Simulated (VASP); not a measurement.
A convergence study with VASP on MgTe (zinc blende): a few settings are varied, all else stays as given below, so the limit is that of these other settings.

```
MgTe
1.0
    0.00000     3.21000     3.21000
    3.21000     0.00000     3.21000
    3.21000     3.21000     0.00000
Mg Te
1 1
Cartesian
  0.00000   0.00000   0.00000
  1.60500   1.60500   1.60500
```

Calculation: PBE GGA, VASP's PBE PAW potentials (set 64) (plane waves; VASP). The last row used: 550 eV cut-off, 14×14×14 Γ-centred mesh, second-order Methfessel-Paxton smearing of 0.40 eV, potentials Mg Te.

Unless said otherwise, spin-orbit coupling is left out, though it shifts the bands of the heavy elements here. Gaps are read on the run's mesh, which can miss a band edge.

```csv
setting,E (eV/atom),pressure (GPa),gap on the mesh (eV),irreducible k-points
"ISMEAR = -1, SIGMA = 0.01, 4×4×4 mesh",-3.1808,1.65,2.498,8
"ISMEAR = -1, SIGMA = 0.2, 4×4×4 mesh",-3.1806,1.65,2.498,8
"ISMEAR = 0, SIGMA = 0.01, 4×4×4 mesh",-3.1808,1.65,2.498,8
"ISMEAR = 0, SIGMA = 0.2, 4×4×4 mesh",-3.1808,1.65,2.498,8
"ISMEAR = 1, SIGMA = 0.01, 4×4×4 mesh",-3.1808,1.65,2.498,8
"ISMEAR = 1, SIGMA = 0.2, 4×4×4 mesh",-3.1808,1.65,2.499,8
"ISMEAR = 2, SIGMA = 0.01, 4×4×4 mesh",-3.1808,1.65,2.498,8
"ISMEAR = 2, SIGMA = 0.2, 4×4×4 mesh",-3.1806,1.65,2.498,8
"ISMEAR = -1, SIGMA = 0.05, 8×8×8 mesh",-3.1957,1.52,2.503,29
"ISMEAR = -1, SIGMA = 0.2, 8×8×8 mesh",-3.1956,1.52,2.503,29
"ISMEAR = 0, SIGMA = 0.05, 8×8×8 mesh",-3.1957,1.52,2.503,29
"ISMEAR = 0, SIGMA = 0.2, 8×8×8 mesh",-3.1957,1.52,2.503,29
"ISMEAR = 1, SIGMA = 0.05, 8×8×8 mesh",-3.1957,1.52,2.503,29
"ISMEAR = 1, SIGMA = 0.2, 8×8×8 mesh",-3.1956,1.51,2.503,29
"ISMEAR = 2, SIGMA = 0.05, 8×8×8 mesh",-3.1957,1.52,2.503,29
"ISMEAR = 2, SIGMA = 0.2, 8×8×8 mesh",-3.1955,1.52,2.503,29
"ISMEAR = -1, SIGMA = 0.05, 14×14×14 mesh",-3.1957,1.52,2.503,104
"ISMEAR = -1, SIGMA = 0.4, 14×14×14 mesh",-3.1862,1.57,2.504,104
"ISMEAR = 0, SIGMA = 0.05, 14×14×14 mesh",-3.1957,1.52,2.503,104
"ISMEAR = 0, SIGMA = 0.4, 14×14×14 mesh",-3.1957,1.52,2.503,104
"ISMEAR = 1, SIGMA = 0.05, 14×14×14 mesh",-3.1957,1.52,2.503,104
"ISMEAR = 1, SIGMA = 0.4, 14×14×14 mesh",-3.1954,1.47,2.504,104
"ISMEAR = 2, SIGMA = 0.05, 14×14×14 mesh",-3.1957,1.52,2.503,104
"ISMEAR = 2, SIGMA = 0.4, 14×14×14 mesh",-3.1956,1.50,2.504,104
```

Left out are rungs that failed or repeat a setting and relaxations that didn't move; long series are thinned to 24 rows.

The compound is MgTe in the zinc blende structure, whereas wurtzite is the usual form. The cell was not relaxed at this level.
